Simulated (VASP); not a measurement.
C:

```
CELL_PARAMETERS angstrom
2.46100 0.00000 0.00000
-1.23050 2.13129 0.00000
0.00000 0.00000 7.37880
ATOMIC_POSITIONS crystal
C 0.00000 0.00000 0.25000
C 0.33333 0.66667 0.25000
C 0.00000 0.00000 0.75000
C 0.66667 0.33333 0.75000
```

The cell was built by a generator and needn't be a form met in nature.

Base run:

| Quantity | Value |
| --- | --- |
| Program | VASP 6.6.1 |
| Functional | PBE |
| Dispersion | TS |
| Potentials or basis | VASP PAW PBE potentials, release 64 (C) |
| Cutoff | 520 eV |
| k mesh | 16 × 16 × 4 |
| Occupations | fermi-dirac, width 0.05 eV |
| Spin | no spin polarisation |

Its results: band gap on the k mesh 0.83 eV, direct; pressure -0.8 GPa.

Task: The run is repeated on the same cell with these changes: dispersion from TS to D4. What comes out?

Result: Band gap on the k mesh 0.83 eV, direct; pressure -0.3 GPa.

A k mesh can miss the band edges.

Not every run made on this cell is shown here.
